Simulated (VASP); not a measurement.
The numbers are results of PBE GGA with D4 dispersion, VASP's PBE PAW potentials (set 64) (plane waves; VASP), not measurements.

VASP input:

### KPOINTS
```
kpoints
0
gamma
  13 13 13
0 0 0
```

**INCAR**
```
SYSTEM  =  ZrC
ENCUT  =  520   ! plane-wave cut-off (eV)
LASPH  =  T   ! aspherical one-centre terms
PREC  =  Accurate
LREAL  =  F
LWAVE  =  F
SIGMA  =  0.1
ISMEAR  =  1   ! Methfessel-Paxton
IVDW  =  13
EDIFF  =  1E-7   ! SCF stop (eV)
GGA  =  PE   ! PBE
LMAXMIX  =  4
NELM  =  100   ! most electronic steps
LCHARG  =  F
ISIF  =  2
ALGO  =  Normal   ! blocked Davidson
```

### POSCAR
```
ZrC
1
    0.0000000000     2.3668871319     2.3668871319
    2.3668871319     0.0000000000     2.3668871319
    2.3668871319     2.3668871319     0.0000000000
Zr C
1 1
Direct
  0.0000000000   0.0000000000   0.0000000000
  0.5000000000   0.5000000000   0.5000000000
```

POTCAR, in this order: Zr_sv C (PBE.64 set). Program: vasp_std.

**Question.** What does the run give for the energy per atom (σ→0), dispersion energy, pressure, band gap (on the k-mesh)?

**Answer.** 
```
Quantity                                                    Result
------------------------  ----------------------------------------
energy per atom (σ→0)                               -9.972 eV/atom
dispersion energy                                        -0.486 eV
band gap (on the k-mesh)  none (metal, semimetal or under 0.01 eV)
pressure                                                 -6.38 GPa
```

File OSZICAR:
```
...
DAV:   8    -0.194619129079E+02    0.90955E-02   -0.14827E-01  2184   0.361E+00    0.135E+00
DAV:   9    -0.194578755402E+02    0.40374E-02   -0.30952E-02  2508   0.119E+00    0.452E-01
DAV:  10    -0.194582379602E+02   -0.36242E-03   -0.20205E-03  2348   0.576E-01    0.332E-01
DAV:  11    -0.194580432152E+02    0.19474E-03   -0.72761E-04  2232   0.212E-01    0.173E-02
DAV:  12    -0.194580422032E+02    0.10120E-05   -0.13015E-05  2912   0.384E-02    0.114E-02
DAV:  13    -0.194580417900E+02    0.41326E-06   -0.56122E-07  2404   0.678E-03    0.107E-03
DAV:  14    -0.194580418018E+02   -0.11774E-07   -0.17604E-08  1228   0.126E-03
   1 F= -.19943669E+02 E0= -.19943606E+02  d E =-.188214E-03
```

The compound is ZrC in the rock salt structure. This cell is one point of a volume scan, at 1.03 of the reference volume.
